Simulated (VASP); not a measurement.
The system is MgO.

```
Mg O
1.0
     0.00000    2.09700    2.09700
     2.09700    0.00000    2.09700
     2.09700    2.09700    0.00000
Mg O
1 1
Cartesian
  0.0000 0.0000 0.0000
  2.0970 2.0970 2.0970
```

The cell is a database's computed one.

Program: VASP 6.6.1. Alike in all runs: potentials or basis VASP PAW PBE potentials, release 64 (Mg, O); no spin polarisation; cell as given; cutoff (eV) 520; smearing gaussian 0.02 eV.

Order these runs on this cell by their pressure, lowest first.
A. level PBE0; k mesh 8 × 8 × 8; grid for exact exchange (PRECFOCK) Fast; exchange at q = 0 truncated; mesh quality not flagged
B. level PBE-EpsX; k mesh 8 × 8 × 8; grid for exact exchange (PRECFOCK) Fast; exchange at q = 0 truncated; share of exact exchange 0.3209; mesh quality not flagged
C. level PBE; k mesh 3 × 3 × 3; mesh quality coarse

B (-0.9 GPa), A (0.6 GPa), C (6.7 GPa).

Caveats: some runs use coarse meshes; the PAW data sets were made with another functional, which shifts forces and pressure a little (some runs).

Not every run made on this cell is shown here.
